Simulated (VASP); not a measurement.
These are rev-vdW-DF2, VASP's PBE PAW potentials (set 64) (plane waves; VASP 6.6.1) values and carry that method's errors.

The input files of a VASP run:

### INCAR
```
! general
SYSTEM   = CdSe
PREC     = Accurate
ENCUT    = 520   ! plane-wave cut-off (eV)
LREAL    = .False.
LASPH    = .True.

! electronic loop
EDIFF    = 1E-7   ! SCF stop (eV)
NELM     = 100   ! most electronic steps
ALGO     = Normal
LMAXMIX  = 4   ! l cut-off of mixed one-centre charges

! smearing
ISMEAR   = 0   ! Gaussian
SIGMA    = 0.05

! functional
GGA      = MK
LUSE_VDW = .True.
AGGAC    = 0.0
PARAM1   = 0.1234568
PARAM2   = 0.7114
ZAB_VDW  = -1.8867

! ions
ISIF     = 2

! output
LWAVE    = .False.
LCHARG   = .False.
```

### POSCAR
```
CdSe
1
    0.0000000000     3.1091946184     3.1091946184
    3.1091946184     0.0000000000     3.1091946184
    3.1091946184     3.1091946184     0.0000000000
Cd Se
1 1
Direct
  0.0000000000   0.0000000000   0.0000000000
  0.2500000000   0.2500000000   0.2500000000
```

File KPOINTS:
```
K-points
0
Gamma
8 8 8
0 0 0
```

POTCAR, in this order: Cd Se (PBE.64 set). Program: vasp_std.

Output

### OSZICAR
```
       N       E                     dE             d eps       ncg     rms          rms(c)
DAV:   1     0.109032286639E+03    0.10903E+03   -0.88604E+03   770   0.122E+03
DAV:   2     0.313767607948E+01   -0.10589E+03   -0.10109E+03   879   0.283E+02
DAV:   3    -0.151116942353E+01   -0.46488E+01   -0.46361E+01   864   0.601E+01
DAV:   4    -0.153618726776E+01   -0.25018E-01   -0.25015E-01   839   0.442E+00
DAV:   5    -0.153634602251E+01   -0.15875E-03   -0.15875E-03   849   0.327E-01    0.541E+00
DAV:   6    -0.116137358393E+01    0.37497E+00   -0.73446E-01   972   0.107E+01    0.434E+00
DAV:   7    -0.114288107034E+01    0.18493E-01   -0.14292E-01   794   0.288E+00    0.199E+00
DAV:   8    -0.114261641001E+01    0.26466E-03   -0.11945E-02   779   0.160E+00    0.218E-01
DAV:   9    -0.114255829291E+01    0.58117E-04   -0.16933E-03   874   0.592E-01    0.444E-02
DAV:  10    -0.114257820013E+01   -0.19907E-04   -0.17731E-04   789   0.193E-01    0.409E-02
DAV:  11    -0.114259360747E+01   -0.15407E-04   -0.35963E-05   794   0.589E-02    0.144E-02
DAV:  12    -0.114259259628E+01    0.10112E-05   -0.59505E-06   805   0.331E-02    0.376E-03
DAV:  13    -0.114259251429E+01    0.81990E-07   -0.66814E-07   789   0.683E-03
   1 F= -.11425925E+01 E0= -.11425925E+01  d E =-.930835E-08
```

File OUTCAR:
```
------------------------ aborting loop because EDIFF is reached ----------------------------------------
  FORCE on cell =-STRESS in cart. coord.  units (eV):
  Direction    XX          YY          ZZ          XY          YZ          ZX
  --------------------------------------------------------------------------------------
  Total       -0.4919968     -0.4919968     -0.4919968      0.0000000     -0.0000000      0.0000000
  in kB      -13.1129110    -13.1129110    -13.1129110      0.0000000     -0.0000000      0.0000000
  external PRESSURE =     -13.1129110 kB  Pullay stress =       0.0000000 kB
  volume of cell :       60.11
      direct lattice vectors                 reciprocal lattice vectors
     0.000000000  3.109194618  3.109194618    -0.160813349  0.160813349  0.160813349
     3.109194618  0.000000000  3.109194618     0.160813349 -0.160813349  0.160813349
     3.109194618  3.109194618  0.000000000     0.160813349  0.160813349 -0.160813349
  FREE ENERGIE OF THE ION-ELECTRON SYSTEM (eV)
  ---------------------------------------------------
  free  energy   TOTEN  =        -1.1425925143 eV

  energy  without entropy=       -1.1425925050  energy(sigma->0) =       -1.14259251
```
(Selected blocks of OUTCAR.)

File OUTCAR:
```
 val. band max:        0.3302217780   @ k =   0.0000   0.0000   0.0000

 cond. band min:       0.6452083744   @ k =   0.0000   0.0000   0.0000


 Fermi energy:         0.4918940628

 k-point     1 :       0.0000    0.0000    0.0000
  band No.  band energies     occupation
      1     -11.9493      2.00000
      2      -7.4284      2.00000
      3      -7.4284      2.00000
      4      -7.4284      2.00000
      5      -7.1247      2.00000
      6      -7.1247      2.00000
      7       0.3302      2.00000
      8       0.3302      2.00000
      9       0.3302      2.00000
     10       0.6452      0.00001
     11       6.1975      0.00000
     12       6.1975      0.00000
     13       6.1975      0.00000

 k-point     2 :       0.1250    0.0000    0.0000
  band No.  band energies     occupation
      1     -11.9031      2.00000
      2      -7.4142      2.00000
      3      -7.4142      2.00000
      4      -7.3853      2.00000
      5      -7.1254      2.00000
      6      -7.1254      2.00000
      7      -0.8857      2.00000
      8       0.2200      2.00000
      9       0.2200      2.00000
     10       1.6893      0.00000
     11       5.9474      0.00000
     12       6.3821      0.00000
     13       6.3821      0.00000

 k-point     3 :       0.2500    0.0000    0.0000
  band No.  band energies     occupation
      1     -11.7905      2.00000
      2      -7.3833      2.00000
      3      -7.3833      2.00000
      4      -7.2438      2.00000
      5      -7.1229      2.00000
      6      -7.1229      2.00000
      7      -2.2157      2.00000
      8      -0.0244      2.00000
      9      -0.0244      2.00000
     10       2.3855      0.00000
     11       6.0813      0.00000
     12       6.6740      0.00000
     13       6.6740      0.00000

 k-point     4 :       0.3750    0.0000    0.0000
  band No.  band energies     occupation
      1     -11.6766      2.00000
      2      -7.3588      2.00000
      3      -7.3588      2.00000
...
```

The compound is CdSe in the zinc blende structure, whereas wurtzite is the usual form. This cell is one point of a volume scan, at 1.03 of the reference volume.
